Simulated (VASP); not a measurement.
Here is the system:

```
CELL_PARAMETERS angstrom
      0.00000     1.93317     1.93317
      1.93317     0.00000     1.93317
      1.93317     1.93317     0.00000
ATOMIC_POSITIONS crystal
  Pd 0.00000 0.00000 0.00000
```

These are PBE GGA with D4 dispersion, VASP's PBE PAW potentials (set 64) (plane waves; VASP) values and carry that method's errors. Settings: 520 eV cut-off, 16×16×16 Γ-centred mesh, first-order Methfessel-Paxton smearing of 0.10 eV, potentials Pd.

### Question
Give the stress tensor in GPa (positive for a compressed cell).

### Answer

```
6.01  0.00  0.00
0.00  6.01  0.00
0.00  0.00  6.01
```
The pressure is its mean diagonal, 6.01 GPa.

The compound is Pd in the fcc structure. This cell is one point of a volume scan, at 0.97 of the reference volume.
